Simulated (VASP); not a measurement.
VASP input:

**KPOINTS**
```
Automatic mesh
0
Gamma
8 8 8
0 0 0
```

### POSCAR
```
Ti3B
1
    0.0000000000     2.9636525252     2.9636525252
    2.9636525252     0.0000000000     2.9636525252
    2.9636525252     2.9636525252     0.0000000000
B Ti
1 3
Direct
  0.0000000000   0.0000000000   0.0000000000
  0.5000000000   0.5000000000   0.5000000000
  0.2500000000   0.2500000000   0.2500000000
  0.7500000000   0.7500000000   0.7500000000
```

INCAR:
```
SYSTEM = Ti3B
PREC = Accurate; ENCUT = 600; LREAL = F
LASPH = T
EDIFF = 1E-7; NELM = 100; ALGO = Normal
LMAXMIX = 4
ISMEAR = 1; SIGMA = 0.1
GGA = PS
IBRION = 2; NSW = 40; ISIF = 3
EDIFFG = -0.01; PSTRESS = 150
LWAVE = F; LCHARG = F
```

POTCAR, in this order: B Ti_sv (PBE.64 set). Program: vasp_std.

Write an equivalent input for Quantum ESPRESSO's pw.x.

One equivalent input (not run):
```
&CONTROL
  calculation = 'vc-relax'
  pseudo_dir = './pseudo'
  outdir = './out'
  tprnfor = .true.
  tstress = .true.
  nstep = 40
  forc_conv_thr = 0.00039
/
&SYSTEM
  ibrav = 0
  nat = 4
  ntyp = 2
  ecutwfc = 84
  occupations = 'smearing'
  smearing = 'methfessel-paxton'
  degauss = 0.00735
  input_dft = 'pbesol'
/
&ELECTRONS
  conv_thr = 7.3e-09
  electron_maxstep = 100
/
&IONS
/
&CELL
  press = 150
/
ATOMIC_SPECIES
  B 10.810 B.upf
  Ti 47.867 Ti.upf
CELL_PARAMETERS angstrom
     0.0000000    2.9636525    2.9636525
     2.9636525    0.0000000    2.9636525
     2.9636525    2.9636525    0.0000000
ATOMIC_POSITIONS crystal
  B    0.0000000  0.0000000  0.0000000
  Ti   0.5000000  0.5000000  0.5000000
  Ti   0.2500000  0.2500000  0.2500000
  Ti   0.7500000  0.7500000  0.7500000
K_POINTS automatic
  8 8 8 0 0 0
```
The two are equivalent in intent, not identical: the potentials are each code's own (VASP's PAW set, PseudoDojo norm-conserving files in pw.x), so ENCUT and ecutwfc are chosen apart and not converted; conv_thr bounds pw.x's estimated SCF error, while EDIFF bounds the energy change between steps; forc_conv_thr acts on force components and is met together with etot_conv_thr.

The structure was generated: Ti3B was put into the D03 type (Fm-3m), which need not be its known phase. This run relaxes it under an external pressure of 15 GPa. Symmetry was kept, so distortions that lower it aren't found.
